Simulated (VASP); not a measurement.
# SiC (Moissanite 3C): GW quasiparticle gap, part 2 of 4

Wanted: how far GW moves the Kohn-Sham levels of SiC (Moissanite 3C). The cell is of the zinc-blende type, one of the forms listed for this formula. The start is a cell from a database of measured crystal structures.

VASP 6.6.1, plane waves and PAW; the level of theory is named at each step.

So far, quasiparticle gap on the mesh (eV): step 3 (G0W0, bands in the sums 24) 1.92. Also gap on the k-mesh (eV): step 2 (empty bands) 1.30.

### 5. G0W0, bands in the sums 32

This step: G0W0 on PBE; plane waves and PAW (Si_GW, C_GW) (VASP 6.6.1).

The sums now run over 32 bands at the same response cutoff.

Contents of INCAR:

```
SYSTEM = SiC
PREC = Accurate
ENCUT = 440
ISMEAR = 0
SIGMA = 0.01
LREAL = .FALSE.
GGA = PE
NBANDS = 32
ALGO = EVGW0
NELMGW = 1
ENCUTGW = 200
NOMEGA = 64
PRECFOCK = Fast
NBANDSGW = 16
LWAVE = .FALSE.
LCHARG = .FALSE.
```

Contents of POSCAR:

```
SiC
1.0
    0.0000000000      2.1790000000      2.1790000000
    2.1790000000      0.0000000000      2.1790000000
    2.1790000000      2.1790000000      0.0000000000
Si C
1 1
Direct
    0.0000000000      0.0000000000      0.0000000000
    0.7500000000      0.7500000000      0.7500000000
```

Contents of KPOINTS:

```
Automatic mesh
0
Gamma
4 4 4
0 0 0
```

PAW data sets: Si_GW and C_GW (PBE family, release 64).

The run is started by

```console
$ mpirun -np 8 vasp_std
```

What it wrote:

```text
[banner, memory and clock lines left out]
running    8 mpi-ranks, on    1 nodes
[...]
[... a notice as in an earlier step ...]

 [... a notice as in an earlier step ...]

 LDA part: xc-table for (Slater+PW92), standard interpolation
 found WAVECAR, reading the header
 POSCAR, INCAR and KPOINTS ok, starting setup
[...]
reading WAVECAR
 the WAVECAR file was read successfully
 initial charge from wavefunction
 available memory per node:     37.40 GB, setting MAXMEM to     38298

 The Fermi energy was updated, please check that it is located mid-gap
 values below the HOMO (VB) or above the LUMO (CB) will cause erroneous energies
 E-fermi :   8.4853

 calculate exact exchange contribution
 the WAVEDER file was read successfully
energies w=
    0.000    0.000    0.588    0.000    1.175    0.000    1.759    0.000
    2.340    0.000    2.915    0.000    3.485    0.000    4.048    0.000
    4.603    0.000    5.152    0.000    5.693    0.000    6.226    0.000
[...]
total number of BLAS operations         17.74 Gflops
NQ=   4    0.2500    0.2500    0.0000,
|.........|.........|.........|.........|.........|.........|.........|.........
 performed        167000 updates of chi_q(r,r)
 total number of BLAS operations         24.98 Gflops
NQ=   5    0.5000    0.2500    0.0000,
|.........|.........|.........|.........|.........|.........|.........|.........
 performed        240000 updates of chi_q(r,r)
 total number of BLAS operations         35.26 Gflops
NQ=   6   -0.2500    0.2500    0.0000,
|.........|.........|.........|.........|.........|.........|.........|.........
 performed        305000 updates of chi_q(r,r)
 total number of BLAS operations         44.67 Gflops
NQ=   7    0.5000    0.5000    0.0000,
|.........|.........|.........|.........|.........|.........|.........|.........
 performed        341000 updates of chi_q(r,r)
 total number of BLAS operations         49.35 Gflops
NQ=   8   -0.2500    0.5000    0.2500,
|.........|.........|.........|.........|.........|.........|.........|.........
 performed        390000 updates of chi_q(r,r)
 total number of BLAS operations         57.51 Gflops
 resolving degeneracies of screened two electron integrals

 calculate QP shifts <psi_nk| G(iteration)W_0 |psi_nk>: iteration 1
 entering main loop
```

Elapsed: 6 s, on 8 MPI ranks of AMD EPYC 9R14 (Zen 4), shared host; peak memory 0.94 GiB; 38 s of CPU time.

Parts of OUTCAR (step 5):

```text
 QP shifts <psi_nk| G(iteration)W_0 |psi_nk>: iteration 1
 for sc-GW calculations column KS-energies equals QP-energies in previous step
 and V_xc(KS)=  KS-energies - (<T + V_ion + V_H > + <T+V_H+V_ion>^1  + <V_x>^1)
 k-point   1 :       0.0000    0.0000    0.0000
  band No.  KS-energies  QP-energies   sigma(KS)   V_xc(KS)     V^pw_x(r,r')   Z            occupation Imag(sigma)
      1      -7.6052      -8.4331     -13.8840     -12.7265     -21.6694       0.7153       2.0000       1.4159
      2       7.8330       7.6176     -15.0824     -14.8099     -17.6306       0.7904       2.0000       0.0507
      3       7.8330       7.6176     -15.0824     -14.8099     -17.6306       0.7904       2.0000       0.0507
      4       7.8330       7.6176     -15.0824     -14.8099     -17.6306       0.7904       2.0000       0.0507
      5      14.0455      14.8786     -12.0984     -13.1703      -7.2241       0.7773       0.0000      -0.0970
      6      15.0840      15.9481     -10.4427     -11.5318      -5.6658       0.7934       0.0000      -0.0922
      7      15.0840      15.9481     -10.4427     -11.5318      -5.6658       0.7934       0.0000      -0.0922
      8      15.0840      15.9481     -10.4427     -11.5318      -5.6658       0.7934       0.0000      -0.0922
    ...

[... 1 part as in an earlier step ...]

[... 2 further parts left out ...]
[key lines of the parts left out:]
E-fermi :   8.4853
```

The gap is now 1.969 eV, +47 meV against the GW run before.

### 6. Empty bands

This step: PBE; plane waves and PAW (Si_GW, C_GW) (VASP 6.6.1).

The empty bands are made again, for the run that follows.

Contents of INCAR:

```
SYSTEM = SiC
PREC = Accurate
ENCUT = 440
ISMEAR = 0
SIGMA = 0.01
LREAL = .FALSE.
GGA = PE
NBANDS = 40
ALGO = Exact
NELM = 1
LWAVE = .TRUE.
LCHARG = .FALSE.
LOPTICS = .TRUE.
NEDOS = 1000
CSHIFT = 0.1
```

POSCAR is that of step 5.

KPOINTS is that of step 5.

The run is started by

```console
$ mpirun -np 8 vasp_std
```

What it wrote:

```text
[banner, memory and clock lines left out]
running    8 mpi-ranks, on    1 nodes
[...]
[... a notice as in an earlier step ...]

 LDA part: xc-table for (Slater+PW92), standard interpolation
 found WAVECAR, reading the header
  number of bands has changed, file:    10 present:    40
  trying to continue reading WAVECAR, but it might fail
 POSCAR, INCAR and KPOINTS ok, starting setup
[...]
reading WAVECAR
 random initialization beyond band           10
 the WAVECAR file was read successfully
 initial charge from wavefunction
 entering main loop
       N       E                     dE             d eps       ncg     rms          rms(c)
[... 1 cycle as in an earlier step ...]
   1 F= -.14917319E+02 E0= -.14917319E+02  d E =-.855859E-28
 writing wavefunctions
 optical routines
 imaginary and real dielectric function
 recalculating local potential from charge density
 direction            1
 direction            2
 direction            3
```

Elapsed: 1.8 s, on 8 MPI ranks; peak memory 0.69 GiB; 7.6 s of CPU time.

From OUTCAR (step 6):

```text
  Total        0.3246102      0.3246102      0.3246102      0.0000000      0.0000000      0.0000000
  in kB       25.1345486     25.1345486     25.1345486      0.0000000      0.0000000      0.0000000
  external PRESSURE =      25.1345486 kB  Pullay stress =       0.0000000 kB

 POSITION                                       TOTAL-FORCE (eV/Angst)
 -----------------------------------------------------------------------------------
      0.00000      0.00000      0.00000        -0.000000      0.000000      0.000000
      3.26850      3.26850      3.26850         0.000000     -0.000000     -0.000000
 -----------------------------------------------------------------------------------
    total drift:                                0.000000      0.000000     -0.000000

[... 3 parts as in an earlier step ...]

[... 2 further parts left out ...]
[key lines of the parts left out:]
E-fermi :   7.9081
```

WAVECAR now holds 40 bands for 8 electrons.

### 7. G0W0, bands in the sums 40

This step: G0W0 on PBE; plane waves and PAW (Si_GW, C_GW) (VASP 6.6.1).

The sums now run over 40 bands at the same response cutoff.

Contents of INCAR:

```
SYSTEM = SiC
PREC = Accurate
ENCUT = 440
ISMEAR = 0
SIGMA = 0.01
LREAL = .FALSE.
GGA = PE
NBANDS = 40
ALGO = EVGW0
NELMGW = 1
ENCUTGW = 200
NOMEGA = 64
PRECFOCK = Fast
NBANDSGW = 16
LWAVE = .FALSE.
LCHARG = .FALSE.
```

POSCAR is that of step 6.

KPOINTS is that of step 6.

The run is started by

```console
$ mpirun -np 8 vasp_std
```

What it wrote:

```text
[banner, memory and clock lines left out]
running    8 mpi-ranks, on    1 nodes
[...]
[... a notice as in an earlier step ...]

 [... a notice as in an earlier step ...]

 LDA part: xc-table for (Slater+PW92), standard interpolation
 found WAVECAR, reading the header
 POSCAR, INCAR and KPOINTS ok, starting setup
[...]
reading WAVECAR
 the WAVECAR file was read successfully
 initial charge from wavefunction
 available memory per node:     37.27 GB, setting MAXMEM to     38159

 The Fermi energy was updated, please check that it is located mid-gap
 values below the HOMO (VB) or above the LUMO (CB) will cause erroneous energies
 E-fermi :   8.4853

 calculate exact exchange contribution
 the WAVEDER file was read successfully
energies w=
    0.000    0.000    0.587    0.000    1.174    0.000    1.757    0.000
    2.337    0.000    2.911    0.000    3.480    0.000    4.042    0.000
    4.597    0.000    5.145    0.000    5.685    0.000    6.217    0.000
[...]
total number of BLAS operations         22.40 Gflops
NQ=   4    0.2500    0.2500    0.0000,
|.........|.........|.........|.........|.........|.........|.........|.........
 performed        210000 updates of chi_q(r,r)
 total number of BLAS operations         31.53 Gflops
NQ=   5    0.5000    0.2500    0.0000,
|.........|.........|.........|.........|.........|.........|.........|.........
 performed        302000 updates of chi_q(r,r)
 total number of BLAS operations         44.45 Gflops
NQ=   6   -0.2500    0.2500    0.0000,
|.........|.........|.........|.........|.........|.........|.........|.........
 performed        384000 updates of chi_q(r,r)
 total number of BLAS operations         56.29 Gflops
NQ=   7    0.5000    0.5000    0.0000,
|.........|.........|.........|.........|.........|.........|.........|.........
 performed        430000 updates of chi_q(r,r)
 total number of BLAS operations         62.21 Gflops
NQ=   8   -0.2500    0.5000    0.2500,
|.........|.........|.........|.........|.........|.........|.........|.........
 performed        491000 updates of chi_q(r,r)
 total number of BLAS operations         72.48 Gflops
 resolving degeneracies of screened two electron integrals

 calculate QP shifts <psi_nk| G(iteration)W_0 |psi_nk>: iteration 1
 entering main loop
```

Wall time 6.6 s (8 MPI ranks); peak memory 0.96 GiB; 42 s of CPU time.

OUTCAR, selected parts (step 7):

```text
 QP shifts <psi_nk| G(iteration)W_0 |psi_nk>: iteration 1
 for sc-GW calculations column KS-energies equals QP-energies in previous step
 and V_xc(KS)=  KS-energies - (<T + V_ion + V_H > + <T+V_H+V_ion>^1  + <V_x>^1)
 k-point   1 :       0.0000    0.0000    0.0000
  band No.  KS-energies  QP-energies   sigma(KS)   V_xc(KS)     V^pw_x(r,r')   Z            occupation Imag(sigma)
      1      -7.6052      -8.5125     -13.9936     -12.7265     -21.6694       0.7160       2.0000       1.3941
      2       7.8330       7.4959     -15.2373     -14.8099     -17.6306       0.7888       2.0000       0.0429
      3       7.8330       7.4959     -15.2373     -14.8099     -17.6306       0.7888       2.0000       0.0429
      4       7.8330       7.4959     -15.2373     -14.8099     -17.6306       0.7888       2.0000       0.0429
      5      14.0455      14.7680     -12.2412     -13.1703      -7.2241       0.7777       0.0000      -0.0970
      6      15.0840      15.8403     -10.5779     -11.5318      -5.6658       0.7929       0.0000      -0.0946
      7      15.0840      15.8403     -10.5779     -11.5318      -5.6658       0.7929       0.0000      -0.0946
      8      15.0840      15.8403     -10.5779     -11.5318      -5.6658       0.7929       0.0000      -0.0946
    ...

[... 1 part as in an earlier step ...]

[... 2 further parts left out ...]
[key lines of the parts left out:]
E-fermi :   8.4853
```

The gap is now 2.008 eV, +40 meV against the GW run before.

### 8. Empty bands

This step: PBE; plane waves and PAW (Si_GW, C_GW) (VASP 6.6.1).

The empty bands are made again, for the run that follows.

Contents of INCAR:

```
SYSTEM = SiC
PREC = Accurate
ENCUT = 440
ISMEAR = 0
SIGMA = 0.01
LREAL = .FALSE.
GGA = PE
NBANDS = 56
ALGO = Exact
NELM = 1
LWAVE = .TRUE.
LCHARG = .FALSE.
LOPTICS = .TRUE.
NEDOS = 1000
CSHIFT = 0.1
```

POSCAR is that of step 7.

KPOINTS is that of step 7.

The run is started by

```console
$ mpirun -np 8 vasp_std
```

What it wrote:

```text
[banner, memory and clock lines left out]
running    8 mpi-ranks, on    1 nodes
[...]
[... a notice as in an earlier step ...]

 LDA part: xc-table for (Slater+PW92), standard interpolation
 found WAVECAR, reading the header
  number of bands has changed, file:    10 present:    56
  trying to continue reading WAVECAR, but it might fail
 POSCAR, INCAR and KPOINTS ok, starting setup
[...]
reading WAVECAR
 random initialization beyond band           10
 the WAVECAR file was read successfully
 initial charge from wavefunction
 entering main loop
       N       E                     dE             d eps       ncg     rms          rms(c)
DIA:   1    -0.149173191152E+02   -0.14917E+02    0.00000E+00     0   0.000E+00
   1 F= -.14917319E+02 E0= -.14917319E+02  d E =-.382377E-15
 writing wavefunctions
 optical routines
 imaginary and real dielectric function
 recalculating local potential from charge density
 direction            1
 direction            2
 direction            3
```

It took 1.8 s on 8 MPI ranks; peak memory 0.7 GiB; 7.7 s of CPU time.

Parts of OUTCAR (step 8):

```text
  FREE ENERGIE OF THE ION-ELECTRON SYSTEM (eV)
  ---------------------------------------------------
  free  energy   TOTEN  =       -14.9173191152 eV

  energy  without entropy=      -14.9173191152  energy(sigma->0) =      -14.91731912

[... 3 parts as in an earlier step ...]

[... 2 further parts left out ...]
[key lines of the parts left out:]
E-fermi :   7.8852
```

WAVECAR now holds 56 bands for 8 electrons.

### 9. G0W0, bands in the sums 56

This step: G0W0 on PBE; plane waves and PAW (Si_GW, C_GW) (VASP 6.6.1).

The sums now run over 56 bands at the same response cutoff.

Contents of INCAR:

```
SYSTEM = SiC
PREC = Accurate
ENCUT = 440
ISMEAR = 0
SIGMA = 0.01
LREAL = .FALSE.
GGA = PE
NBANDS = 56
ALGO = EVGW0
NELMGW = 1
ENCUTGW = 200
NOMEGA = 64
PRECFOCK = Fast
NBANDSGW = 16
LWAVE = .FALSE.
LCHARG = .FALSE.
```

POSCAR is that of step 8.

KPOINTS is that of step 8.

The run is started by

```console
$ mpirun -np 8 vasp_std
```

What it wrote:

```text
[banner, memory and clock lines left out]
running    8 mpi-ranks, on    1 nodes
[...]
[... a notice as in an earlier step ...]

 [... a notice as in an earlier step ...]

 LDA part: xc-table for (Slater+PW92), standard interpolation
 found WAVECAR, reading the header
 POSCAR, INCAR and KPOINTS ok, starting setup
[...]
reading WAVECAR
 the WAVECAR file was read successfully
 initial charge from wavefunction
 available memory per node:     37.33 GB, setting MAXMEM to     38229

 The Fermi energy was updated, please check that it is located mid-gap
 values below the HOMO (VB) or above the LUMO (CB) will cause erroneous energies
 E-fermi :   8.4853

 calculate exact exchange contribution
 the WAVEDER file was read successfully
energies w=
    0.000    0.000    0.589    0.000    1.176    0.000    1.761    0.000
    2.342    0.000    2.918    0.000    3.488    0.000    4.052    0.000
    4.608    0.000    5.157    0.000    5.698    0.000    6.232    0.000
[...]
total number of BLAS operations         31.74 Gflops
NQ=   4    0.2500    0.2500    0.0000,
|.........|.........|.........|.........|.........|.........|.........|.........
 performed        298000 updates of chi_q(r,r)
 total number of BLAS operations         44.63 Gflops
NQ=   5    0.5000    0.2500    0.0000,
|.........|.........|.........|.........|.........|.........|.........|.........
 performed        428000 updates of chi_q(r,r)
 total number of BLAS operations         62.83 Gflops
NQ=   6   -0.2500    0.2500    0.0000,
|.........|.........|.........|.........|.........|.........|.........|.........
 performed        544000 updates of chi_q(r,r)
 total number of BLAS operations         79.53 Gflops
NQ=   7    0.5000    0.5000    0.0000,
|.........|.........|.........|.........|.........|.........|.........|.........
 performed        610000 updates of chi_q(r,r)
 total number of BLAS operations         87.92 Gflops
NQ=   8   -0.2500    0.5000    0.2500,
|.........|.........|.........|.........|.........|.........|.........|.........
 performed        697000 updates of chi_q(r,r)
 total number of BLAS operations        102.44 Gflops
 resolving degeneracies of screened two electron integrals

 calculate QP shifts <psi_nk| G(iteration)W_0 |psi_nk>: iteration 1
 entering main loop
```

Elapsed: 7.6 s, on 8 MPI ranks; peak memory 0.94 GiB.

From OUTCAR (step 9):

```text
 QP shifts <psi_nk| G(iteration)W_0 |psi_nk>: iteration 1
 for sc-GW calculations column KS-energies equals QP-energies in previous step
 and V_xc(KS)=  KS-energies - (<T + V_ion + V_H > + <T+V_H+V_ion>^1  + <V_x>^1)
 k-point   1 :       0.0000    0.0000    0.0000
  band No.  KS-energies  QP-energies   sigma(KS)   V_xc(KS)     V^pw_x(r,r')   Z            occupation Imag(sigma)
      1      -7.6052      -8.6164     -14.1253     -12.7265     -21.6694       0.7229       2.0000       1.3767
      2       7.8330       7.3506     -15.4224     -14.8099     -17.6306       0.7877       2.0000       0.0452
      3       7.8330       7.3506     -15.4224     -14.8099     -17.6306       0.7877       2.0000       0.0452
      4       7.8330       7.3506     -15.4224     -14.8099     -17.6306       0.7877       2.0000       0.0452
      5      14.0455      14.6318     -12.4136     -13.1703      -7.2241       0.7749       0.0000      -0.1013
      6      15.0840      15.7200     -10.7287     -11.5318      -5.6658       0.7920       0.0000      -0.0956
      7      15.0840      15.7200     -10.7287     -11.5318      -5.6658       0.7920       0.0000      -0.0956
      8      15.0840      15.7200     -10.7287     -11.5318      -5.6658       0.7920       0.0000      -0.0956
    ...

[... 1 part as in an earlier step ...]

[... 2 further parts left out ...]
[key lines of the parts left out:]
E-fermi :   8.4853
```

The gap is now 2.058 eV, +49 meV against the GW run before.

### 10. Empty bands

This step: PBE; plane waves and PAW (Si_GW, C_GW) (VASP 6.6.1).

The empty bands are made again, for the run that follows.

Contents of INCAR:

```
SYSTEM = SiC
PREC = Accurate
ENCUT = 440
ISMEAR = 0
SIGMA = 0.01
LREAL = .FALSE.
GGA = PE
NBANDS = 72
ALGO = Exact
NELM = 1
LWAVE = .TRUE.
LCHARG = .FALSE.
LOPTICS = .TRUE.
NEDOS = 1000
CSHIFT = 0.1
```

POSCAR is that of step 9.

KPOINTS is that of step 9.

The run is started by

```console
$ mpirun -np 8 vasp_std
```

What it wrote:

```text
[banner, memory and clock lines left out]
running    8 mpi-ranks, on    1 nodes
[...]
[... a notice as in an earlier step ...]

 LDA part: xc-table for (Slater+PW92), standard interpolation
 found WAVECAR, reading the header
  number of bands has changed, file:    10 present:    72
  trying to continue reading WAVECAR, but it might fail
 POSCAR, INCAR and KPOINTS ok, starting setup
[...]
reading WAVECAR
 random initialization beyond band           10
 the WAVECAR file was read successfully
 initial charge from wavefunction
 entering main loop
       N       E                     dE             d eps       ncg     rms          rms(c)
[... 1 cycle as in an earlier step ...]
   1 F= -.14917319E+02 E0= -.14917319E+02  d E =-.293972E-60
 writing wavefunctions
 optical routines
 imaginary and real dielectric function
 recalculating local potential from charge density
 direction            1
 direction            2
 direction            3
```

Wall time 1.8 s (8 MPI ranks); peak memory 0.69 GiB.

OUTCAR, selected parts (step 10):

```text
  Total        0.3246102      0.3246102      0.3246102     -0.0000000      0.0000000     -0.0000000
  in kB       25.1345487     25.1345487     25.1345487     -0.0000000      0.0000000     -0.0000000
  external PRESSURE =      25.1345487 kB  Pullay stress =       0.0000000 kB

 POSITION                                       TOTAL-FORCE (eV/Angst)
 -----------------------------------------------------------------------------------
      0.00000      0.00000      0.00000        -0.000000     -0.000000     -0.000000
      3.26850      3.26850      3.26850         0.000000      0.000000      0.000000
 -----------------------------------------------------------------------------------
    total drift:                                0.000000      0.000000     -0.000000

[... 3 parts as in an earlier step ...]

[... 2 further parts left out ...]
[key lines of the parts left out:]
E-fermi :   7.9475
```

WAVECAR now holds 72 bands for 8 electrons.

(Part 2 of 4 ends here.)

[Lines on the potential files, build, host, timing and source positions are cut from VASP's logs without a mark.]

[Logs are printed without paths, hosts, clocks, repeated set-up lines and the standing remarks that a program may print on its own settings, such as how far it seeks lower states.]

[Hosts, paths, dates, database ids (printed as entryN), source tags and the programs' standing remarks are cut or masked in the printed files.]

[Pressures printed for these runs are not shown converged in the cutoff: they can be off by several GPa and have the wrong sign.]
